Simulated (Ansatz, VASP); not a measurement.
**MoC3 in VASP and in Ansatz**

```
Mo C
1.0
     3.31979    0.00000    0.00000
     0.00000    3.31979    0.00000
     0.00000    0.00000    3.31979
Mo C
1 3
Direct
  0.00000 0.00000 0.00000
  0.00000 0.50000 0.50000
  0.50000 0.00000 0.50000
  0.50000 0.50000 0.00000
```

Alike in both runs: task single point; functional PBE; k mesh 6 × 6 × 6; occupations gaussian, width 0.1 eV; no spin polarisation.

|  | VASP | Ansatz |
| --- | --- | --- |
| version | VASP 6.6.1 | Ansatz 0.2.0 |
| potentials or method | VASP PAW PBE potentials, release 64 (Mo_sv, C) | scalar-relativistic, plane waves, PAW |
| plane-wave cutoff (eV) | 520 | 420 |
| valence electrons in the cell | 26 | 26 |

|  | VASP | Ansatz | Ansatz less VASP |
| --- | --- | --- | --- |
| gap on the k mesh at the Fermi level (eV) | none | none | - |
| pressure (GPa) | -16.9 | -17.1 | -0.28 |

A gap of «none» marks a metal or a gap that the smearing closes.

Caveats: so large a pressure means that the cell lies far from this level's equilibrium, or that cutoff or potentials fall short (VASP).
